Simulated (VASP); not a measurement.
Consider the following.

```
MgO
1.0
    3.27214     0.00000     0.00000
   -1.63607     2.83376     0.00000
    0.00000     0.00000    15.05237
Mg O
1 1
Direct
  0.66667   0.33333   0.50000
  0.33333   0.66667   0.50000
```

Method: r2SCAN meta-GGA, VASP's PBE PAW potentials (set 64) (plane waves; VASP). Settings: 520 eV cut-off, 10×10×1 Γ-centred mesh, tetrahedra with Blöchl corrections, potentials Mg O.

The cell holds a wide vacuum, so values per volume refer to the whole cell.

Task: Tabulate the total density of states (states/eV per cell) against energy (eV; zero at the valence-band maximum or, without a gap, the Fermi level).

Result: 
| E (eV) | DOS (states/eV) |
|---|---|
| -9.98 | 0.00 |
| -9.74 | 0.00 |
| -9.50 | 0.00 |
| -9.26 | 0.00 |
| -9.14 | 0.00 |
| -8.90 | 0.00 |
| -8.66 | 0.00 |
| -8.42 | 0.00 |
| -8.18 | 0.00 |
| -7.94 | 0.00 |
| -7.82 | 0.00 |
| -7.58 | 0.00 |
| -7.34 | 0.00 |
| -7.10 | 0.00 |
| -6.86 | 0.00 |
| -6.62 | 0.00 |
| -6.38 | 0.00 |
| -6.26 | 0.00 |
| -6.02 | 0.00 |
| -5.78 | 0.00 |
| -5.54 | 0.00 |
| -5.30 | 0.00 |
| -5.06 | 0.00 |
| -4.82 | 0.00 |
| -4.70 | 0.00 |
| -4.46 | 0.00 |
| -4.22 | 0.00 |
| -3.98 | 0.00 |
| -3.74 | 0.00 |
| -3.50 | 0.00 |
| -3.38 | 0.00 |
| -3.14 | 0.00 |
| -2.90 | 0.00 |
| -2.66 | 0.00 |
| -2.42 | 0.00 |
| -2.18 | 2.00 |
| -1.94 | 3.47 |
| -1.82 | 2.26 |
| -1.58 | 0.90 |
| -1.34 | 1.00 |
| -1.10 | 1.35 |
| -0.86 | 2.11 |
| -0.62 | 5.76 |
| -0.50 | 5.43 |
| -0.26 | 3.22 |
| -0.02 | 2.51 |
| 0.22 | 0.00 |
| 0.46 | 0.00 |
| 0.70 | 0.00 |
| 0.94 | 0.00 |
| 1.06 | 0.00 |
| 1.30 | 0.00 |
| 1.54 | 0.00 |
| 1.78 | 0.00 |
| 2.02 | 0.00 |
| 2.26 | 0.00 |
| 2.38 | 0.00 |
| 2.62 | 0.00 |
| 2.86 | 0.00 |
| 3.10 | 0.00 |
| 3.34 | 0.00 |
| 3.58 | 0.00 |
| 3.82 | 0.00 |
| 3.94 | 0.00 |
| 4.18 | 0.18 |
| 4.42 | 0.25 |
| 4.66 | 0.29 |
| 4.90 | 0.32 |
| 5.14 | 0.31 |
| 5.38 | 0.33 |
| 5.50 | 0.34 |
| 5.74 | 0.49 |
| 5.98 | 0.82 |
| 6.22 | 1.19 |
| 6.46 | 1.24 |
| 6.70 | 1.35 |
| 6.82 | 1.32 |
| 7.06 | 1.32 |
| 7.30 | 1.39 |
| 7.54 | 1.42 |
Within 2 eV below the valence-band maximum the largest weight inside VASP's projection spheres is O p.

The cell is a sheet with vacuum, built from a generated structure.
